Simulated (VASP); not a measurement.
Computed with PBEsol GGA, VASP's PBE PAW potentials (set 64) (plane waves; VASP).

VASP input:

**INCAR**
```
SYSTEM=Sr
PREC=Accurate; ENCUT=300; LREAL=.FALSE.
LASPH=.TRUE.
EDIFF=1E-6; NELM=100; ALGO=Normal
LMAXMIX=4
ISMEAR=0; SIGMA=0.272
GGA=PS
IBRION=2; NSW=50; ISIF=3
EDIFFG=-0.01
LWAVE=.FALSE.; LCHARG=.FALSE.
```

KPOINTS:
```
Automatic mesh
0
Gamma
12 12 7
0 0 0
```

POSCAR:
```
Sr
1.0
  4.2586180000   0.0000000000   0.0000000000
 -2.1293090000   3.6880710000   0.0000000000
  0.0000000000   0.0000000000   6.9748190000
Sr
2
Direct
  0.3333330000   0.6666670000   0.2500000000
  0.6666670000   0.3333330000   0.7500000000
```

POTCAR, in this order: Sr_sv (PBE.64 set). Program: vasp_std.

Q: What will the output report for the number of irreducible k-points (NKPTS), largest plane-wave count, number of space-group operations, FFT grid (NGX, NGY, NGZ)?

A: 
```yaml
number of irreducible k-points (NKPTS): 76
largest_plane_wave_count: 1311
number_of_space_group_operations: 24
FFT grid (NGX, NGY, NGZ): 24 × 24 × 40
```

The structure comes from a computed database's Sr entry; how it stands against other phases isn't given here. This run relaxes it. Symmetry was kept, so distortions that lower it aren't found. The run is one of a series of settings (EDIFFG = -0.01, IBRION = 2, ISIF = 3, NSW = 50 against the base run), some of them coarse on purpose.
